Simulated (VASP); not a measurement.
A convergence study with VASP on CdO (rock salt): one setting is varied, all else stays as given below, so the limit is that of these other settings. Each run relaxes cell and ions from the cell shown. The basis is that of the starting cell, so low cut-offs carry a Pulay error.

```
CELL_PARAMETERS angstrom
      0.00000     2.35000     2.35000
      2.35000     0.00000     2.35000
      2.35000     2.35000     0.00000
ATOMIC_POSITIONS crystal
  Cd 0.00000 0.00000 0.00000
  O  0.50000 0.50000 0.50000
```

Level of theory: PBE GGA, VASP's PBE PAW potentials (set 64) (plane waves; VASP). The tightest run used: 800 eV cut-off, 8×8×8 Γ-centred mesh, Gaussian smearing of 0.050 eV, potentials Cd O.

```json
[
 {"setting": "ENCUT = 250", "relaxed volume (Å³/atom)": "10.966", "E (eV/atom)": "-4.4576", "plane waves": "259"},
 {"setting": "ENCUT = 300", "relaxed volume (Å³/atom)": "11.943", "E (eV/atom)": "-3.9864", "plane waves": "331"},
 {"setting": "ENCUT = 350", "relaxed volume (Å³/atom)": "12.661", "E (eV/atom)": "-3.8671", "plane waves": "396"},
 {"setting": "ENCUT = 400", "relaxed volume (Å³/atom)": "13.184", "E (eV/atom)": "-3.8568", "plane waves": "489"},
 {"setting": "ENCUT = 450", "relaxed volume (Å³/atom)": "13.502", "E (eV/atom)": "-3.8600", "plane waves": "588"}
]
```

Task: These are the cheaper rows. Estimate the results at ENCUT = 800, and how far the last row shown lies from them.

Result: 
| quantity | tightest run | last row shown is off by |
|---|---|---|
| relaxed volume (Å³/atom) | 13.670 | -0.168 |
| E (eV/atom) | -3.8667 | 0.0067 |

Left out are rungs that failed or repeat a setting and relaxations that didn't move; long series are thinned to 24 rows.

The compound is CdO in the rock salt structure.
